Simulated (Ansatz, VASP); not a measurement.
# Cross-check of Ba2CuP2O8 between VASP and Ansatz, part 2 of 5

One calculation is typed for both programs; each brings its own data sets. How far apart do they land? The cell is taken from a series of runs on this material, whose earlier steps may have relaxed, scaled, displaced or heated it; both programs get it as it stands. Valence electrons are named where the data sets of a main pair hold unlike numbers.

VASP 6.6.1 and Ansatz 0.2.0.

So far: Starting point; Ansatz: electric field gradients, LDA, DFT+U.

### Step 3. VASP: electric field gradients, LDA, DFT+U

Level of this step: LDA, DFT+U (Cu d 5 eV), spin-polarised from a ferromagnetic start; plane waves and PAW (Ba_sv, Cu, P, O) (VASP).

The same cell, functional (in two slightly different forms), mesh and smearing now go to VASP, with its own data sets.

Lines of VASP's logs that name or quote its potential files are left out, and so is its time.

INCAR

```
SYSTEM = Ba2CuP2O8
PREC = Accurate
ENCUT = 520
EDIFF = 1E-06
NELM = 100
ISMEAR = -1
SIGMA = 0.01
LREAL = .FALSE.
ALGO = Normal
GGA = CA
NBANDS = 65
ISPIN = 2
MAGMOM = 0 0 0.63 0 0 0.02 0 0 0.02 0.06 0.06 0.06 0.06
LDAU = .TRUE.
LDAUTYPE = 2
LDAUL = -1 2 -1 -1
LDAUU = 0 5 0 0
LDAUJ = 0 0 0 0
LDAUPRINT = 1
LASPH = .TRUE.
LMAXMIX = 4
LORBIT = 11
LWAVE = .FALSE.
LCHARG = .FALSE.
KPAR = 2
NCORE = 2
ISIF = 2
LEFG = .TRUE.
```

POSCAR

```
Ba2CuP2O8
1.0
    6.1174097331     -2.5716895800      0.0000000000
    6.1174097331      2.5716895800      0.0000000000
   -1.8716624189      0.0000000000      6.6578749769
Ba Cu P O
2 1 2 8
Direct
    0.1735879700      0.1735879700      0.2151529900
    0.8264120300      0.8264120300      0.7848470100
    0.5000000000      0.5000000000      0.5000000000
    0.1327321400      0.1327321400      0.7013890000
    0.8672678600      0.8672678600      0.2986110000
    0.2542845000      0.2542845000      0.8405376300
    0.9531413700      0.9531413700      0.1770632000
    0.0468586300      0.0468586300      0.8229368000
    0.7457155000      0.7457155000      0.1594623700
    0.3648369700      0.8775571000      0.5631354200
    0.1224429000      0.6351630300      0.4368645800
    0.6351630300      0.1224429000      0.4368645800
    0.8775571000      0.3648369700      0.5631354200
```

KPOINTS

```
Automatic mesh
0
Gamma
3 3 3
0 0 0
```

PAW data sets: Ba_sv, Cu, P and O (LDA family, release 64).

Command:

```bash
mpirun -np 4 vasp_std
```

The program printed:

```text
[banner, memory and clock lines left out]
running    4 mpi-ranks, on    1 nodes
 distrk:  each k-point on    2 cores,    2 groups
 distr:  one band on    2 cores,    1 groups

 POSCAR found type information on POSCAR BaCuP O
 POSCAR found :  4 types and      13 ions
 LDA part: xc-table for (Slater(with rela. corr.)+CA(PZ))
 , standard interpolation
 POSCAR, INCAR and KPOINTS ok, starting setup
 FFT: planning ... GRIDC
 FFT: planning ... GRID_SOFT
 FFT: planning ... GRID
 WAVECAR not read
 entering main loop
       N       E                     dE             d eps       ncg     rms          rms(c)
DAV:   1     0.901489384163E+03    0.90149E+03   -0.40716E+04  2600   0.137E+03
DAV:   2     0.108208257745E+02   -0.89067E+03   -0.80781E+03  2933   0.359E+02
DAV:   3    -0.105463608582E+03   -0.11628E+03   -0.11301E+03  3282   0.145E+02
DAV:   4    -0.111296659669E+03   -0.58331E+01   -0.57889E+01  3840   0.324E+01
DAV:   5    -0.111537557428E+03   -0.24090E+00   -0.24052E+00  3960   0.510E+00    0.358E+01
DAV:   6    -0.980643818782E+02    0.13473E+02   -0.63166E+01  3752   0.623E+01    0.187E+01
DAV:   7    -0.981302446532E+02   -0.65863E-01   -0.76516E+00  3760   0.392E+01    0.738E+00
DAV:   8    -0.982383211479E+02   -0.10808E+00   -0.17257E+00  3936   0.184E+01    0.393E+00
DAV:   9    -0.981177694815E+02    0.12055E+00   -0.87655E-01  3824   0.235E+01    0.137E+00
DAV:  10    -0.981199651927E+02   -0.21957E-02   -0.13237E-01  3800   0.274E+00    0.508E-01
DAV:  11    -0.981198520969E+02    0.11310E-03   -0.10317E-02  3800   0.117E+00    0.281E-01
DAV:  12    -0.981216924112E+02   -0.18403E-02   -0.16875E-03  3648   0.533E-01    0.156E-01
DAV:  13    -0.981222386063E+02   -0.54620E-03   -0.38040E-04  3640   0.145E-01    0.588E-02
DAV:  14    -0.981224308839E+02   -0.19228E-03   -0.19333E-04  3584   0.178E-01    0.332E-02
DAV:  15    -0.981224499537E+02   -0.19070E-04   -0.33300E-05  3680   0.305E-02    0.190E-02
DAV:  16    -0.981224599550E+02   -0.10001E-04   -0.79728E-06  3440   0.193E-02    0.116E-02
DAV:  17    -0.981224620884E+02   -0.21334E-05   -0.11625E-06  2440   0.184E-02    0.459E-03
DAV:  18    -0.981224625565E+02   -0.46817E-06   -0.93262E-07  2480   0.685E-03
ion   1
     0.0000000     0.0000000    -0.0000000    -0.0716519     0.3920706     0.5005516
     0.0000600     0.0000000    -0.0000000    -0.0716519     0.3920706     0.5005516
     0.0000826     0.0000000    -0.0000000    -0.0716519     0.3920706     0.5005516
     0.0001137     0.0000000    -0.0000000    -0.0716519     0.3920706     0.5005516
     0.0001566     0.0000000    -0.0000000    -0.0716519     0.3920706     0.5005516

     0.0000000     0.0000000    -0.0000000    -3.1236916    29.9610799    36.5013382
     0.0000600     0.0000000    -0.0000000    -3.1229856    29.9528177    36.4914803
     0.0000826     0.0000000    -0.0000000    -3.1226281    29.9485708    36.4864311
     0.0001137     0.0000000    -0.0000000    -3.1220700    29.9419025    36.4785142
     0.0001566     0.0000000    -0.0000000    -3.1212028    29.9314774    36.4661553

ion   2
     0.0000000     0.0000000    -0.0000000    -0.0716519     0.3920706     0.5005516
     0.0000600     0.0000000    -0.0000000    -0.0716519     0.3920706     0.5005516
     0.0000826     0.0000000    -0.0000000    -0.0716519     0.3920706     0.5005516
     0.0001137     0.0000000    -0.0000000    -0.0716519     0.3920706     0.5005516
     0.0001566     0.0000000    -0.0000000    -0.0716519     0.3920706     0.5005516

     0.0000000     0.0000000    -0.0000000    -3.1236916    29.9610799    36.5013382
     0.0000600     0.0000000    -0.0000000    -3.1229856    29.9528177    36.4914803
     0.0000826     0.0000000    -0.0000000    -3.1226281    29.9485708    36.4864311
     0.0001137     0.0000000    -0.0000000    -3.1220700    29.9419025    36.4785142
     0.0001566     0.0000000    -0.0000000    -3.1212028    29.9314774    36.4661553

ion   3
     0.0000000     0.0000000     0.0000000    28.5440575   -19.0428480     2.9040781
     0.0000464     0.0000000     0.0000000    28.5440572   -19.0428478     2.9040781
     0.0000639     0.0000000     0.0000000    28.5440568   -19.0428475     2.9040780
     0.0000880     0.0000000     0.0000000    28.5440562   -19.0428471     2.9040780
     0.0001211     0.0000000     0.0000000    28.5440549   -19.0428463     2.9040779

     0.0000000     0.0000000     0.0000000    65.2743807   -41.7476505     9.2607801
     0.0000464     0.0000000     0.0000000    65.2776164   -41.7498389     9.2610218
     0.0000639     0.0000000     0.0000000    65.2795523   -41.7511453     9.2611637
     0.0000880     0.0000000     0.0000000    65.2827633   -41.7533105     9.2613975
     0.0001211     0.0000000     0.0000000    65.2880630   -41.7568813     9.2617807

ion   4
     0.0000000    -0.0000000     0.0000000     0.0448115    -1.2194892     1.9785243
     0.0000365    -0.0000000     0.0000000     0.0448115    -1.2194892     1.9785243
     0.0000503    -0.0000000     0.0000000     0.0448115    -1.2194892     1.9785243
     0.0000692    -0.0000000     0.0000000     0.0448115    -1.2194892     1.9785243
     0.0000953    -0.0000000     0.0000000     0.0448115    -1.2194892     1.9785243

     0.0000000    -0.0000000     0.0000000    -0.4159188    -5.6462104    17.0836697
     0.0000365    -0.0000000     0.0000000    -0.4159176    -5.6462002    17.0836337
[...]
0.0000000    -0.0000000     0.0000000    -5.1760754   -39.4512432   -24.4845340
     0.0000293    -0.0000000     0.0000000    -5.1760741   -39.4512324   -24.4845273
     0.0000403    -0.0000000     0.0000000    -5.1760733   -39.4512252   -24.4845228
     0.0000555    -0.0000000     0.0000000    -5.1760718   -39.4512128   -24.4845151
     0.0000765    -0.0000000     0.0000000    -5.1760694   -39.4511920   -24.4845022

ion   7
     0.0000000    -0.0000000    -0.0000000     0.4549894    10.6297414    -5.6190664
     0.0000293    -0.0000000    -0.0000000     0.4549894    10.6297413    -5.6190664
     0.0000403    -0.0000000    -0.0000000     0.4549894    10.6297412    -5.6190663
     0.0000555    -0.0000000    -0.0000000     0.4549894    10.6297411    -5.6190662
     0.0000765    -0.0000000    -0.0000000     0.4549894    10.6297407    -5.6190660

     0.0000000    -0.0000000    -0.0000000     1.8369869    39.5706308   -24.0044917
     0.0000293    -0.0000000    -0.0000000     1.8369864    39.5706200   -24.0044848
     0.0000403    -0.0000000    -0.0000000     1.8369860    39.5706127   -24.0044802
     0.0000555    -0.0000000    -0.0000000     1.8369855    39.5706003   -24.0044723
     0.0000765    -0.0000000    -0.0000000     1.8369845    39.5705796   -24.0044591

ion   8
     0.0000000    -0.0000000    -0.0000000     0.4549894    10.6297414    -5.6190664
     0.0000293    -0.0000000    -0.0000000     0.4549894    10.6297413    -5.6190664
     0.0000403    -0.0000000    -0.0000000     0.4549894    10.6297412    -5.6190663
     0.0000555    -0.0000000    -0.0000000     0.4549894    10.6297411    -5.6190662
     0.0000765    -0.0000000    -0.0000000     0.4549894    10.6297407    -5.6190660

     0.0000000    -0.0000000    -0.0000000     1.8369869    39.5706308   -24.0044917
     0.0000293    -0.0000000    -0.0000000     1.8369864    39.5706200   -24.0044848
     0.0000403    -0.0000000    -0.0000000     1.8369860    39.5706127   -24.0044802
     0.0000555    -0.0000000    -0.0000000     1.8369855    39.5706003   -24.0044723
     0.0000765    -0.0000000    -0.0000000     1.8369845    39.5705796   -24.0044591

ion   9
     0.0000000    -0.0000000     0.0000000    -1.7366737   -10.5101668    -6.5490515
     0.0000293    -0.0000000     0.0000000    -1.7366737   -10.5101667    -6.5490515
     0.0000403    -0.0000000     0.0000000    -1.7366736   -10.5101666    -6.5490514
     0.0000555    -0.0000000     0.0000000    -1.7366736   -10.5101664    -6.5490513
     0.0000765    -0.0000000     0.0000000    -1.7366736   -10.5101661    -6.5490511

     0.0000000    -0.0000000     0.0000000    -5.1760754   -39.4512432   -24.4845340
     0.0000293    -0.0000000     0.0000000    -5.1760741   -39.4512324   -24.4845273
     0.0000403    -0.0000000     0.0000000    -5.1760733   -39.4512252   -24.4845228
     0.0000555    -0.0000000     0.0000000    -5.1760718   -39.4512128   -24.4845151
     0.0000765    -0.0000000     0.0000000    -5.1760694   -39.4511920   -24.4845022

ion  10
     0.0000000    -8.4309775   -15.3593891     3.9850983     0.8128971     5.7617146
     0.0000293    -8.4309775   -15.3593890     3.9850982     0.8128971     5.7617146
     0.0000403    -8.4309774   -15.3593889     3.9850982     0.8128971     5.7617145
     0.0000555    -8.4309773   -15.3593887     3.9850981     0.8128971     5.7617144
     0.0000765    -8.4309771   -15.3593882     3.9850981     0.8128971     5.7617142

     0.0000000   -25.1172581   -53.5634415    12.1639732     2.7497296    22.3056011
     0.0000293   -25.1172518   -53.5634272    12.1639702     2.7497289    22.3055949
     0.0000403   -25.1172477   -53.5634176    12.1639681     2.7497284    22.3055908
     0.0000555   -25.1172405   -53.5634013    12.1639646     2.7497276    22.3055837
     0.0000765   -25.1172286   -53.5633739    12.1639588     2.7497262    22.3055718

ion  11
     0.0000000     8.4309775    15.3593891     3.9850983     0.8128971     5.7617146
     0.0000293     8.4309775    15.3593890     3.9850982     0.8128971     5.7617146
     0.0000403     8.4309774    15.3593889     3.9850982     0.8128971     5.7617145
     0.0000555     8.4309773    15.3593887     3.9850981     0.8128971     5.7617144
     0.0000765     8.4309771    15.3593882     3.9850981     0.8128971     5.7617142

     0.0000000    25.1172581    53.5634415    12.1639732     2.7497296    22.3056011
     0.0000293    25.1172518    53.5634272    12.1639702     2.7497289    22.3055949
     0.0000403    25.1172477    53.5634176    12.1639681     2.7497284    22.3055908
     0.0000555    25.1172405    53.5634013    12.1639646     2.7497276    22.3055837
     0.0000765    25.1172286    53.5633739    12.1639588     2.7497262    22.3055718

ion  12
     0.0000000    -8.4309775   -15.3593891     3.9850983     0.8128971     5.7617146
     0.0000293    -8.4309775   -15.3593890     3.9850982     0.8128971     5.7617146
     0.0000403    -8.4309774   -15.3593889     3.9850982     0.8128971     5.7617145
     0.0000555    -8.4309773   -15.3593887     3.9850981     0.8128971     5.7617144
     0.0000765    -8.4309771   -15.3593882     3.9850981     0.8128971     5.7617142

     0.0000000   -25.1172581   -53.5634415    12.1639732     2.7497296    22.3056011
     0.0000293   -25.1172518   -53.5634272    12.1639702     2.7497289    22.3055949
     0.0000403   -25.1172477   -53.5634176    12.1639681     2.7497284    22.3055908
     0.0000555   -25.1172405   -53.5634013    12.1639646     2.7497276    22.3055837
     0.0000765   -25.1172286   -53.5633739    12.1639588     2.7497262    22.3055718

ion  13
     0.0000000     8.4309775    15.3593891     3.9850983     0.8128971     5.7617146
     0.0000293     8.4309775    15.3593890     3.9850982     0.8128971     5.7617146
     0.0000403     8.4309774    15.3593889     3.9850982     0.8128971     5.7617145
     0.0000555     8.4309773    15.3593887     3.9850981     0.8128971     5.7617144
     0.0000765     8.4309771    15.3593882     3.9850981     0.8128971     5.7617142

     0.0000000    25.1172581    53.5634415    12.1639732     2.7497296    22.3056011
     0.0000293    25.1172518    53.5634272    12.1639702     2.7497289    22.3055949
     0.0000403    25.1172477    53.5634176    12.1639681     2.7497284    22.3055908
     0.0000555    25.1172405    53.5634013    12.1639646     2.7497276    22.3055837
     0.0000765    25.1172286    53.5633739    12.1639588     2.7497262    22.3055718

   1 F= -.98122463E+02 E0= -.98122463E+02  d E =-.206525E-11  mag=     1.0000
```

[end of part 2 of 5]

[Lines on the potential files, build, host, timing and source positions are cut from VASP's logs without a mark.]

[Logs are printed without paths, hosts, clocks, repeated set-up lines and the standing remarks that a program may print on its own settings, such as how far it seeks lower states.]

[Hosts, paths, dates, database ids (printed as entryN), source tags and the programs' standing remarks are cut or masked in the printed files.]
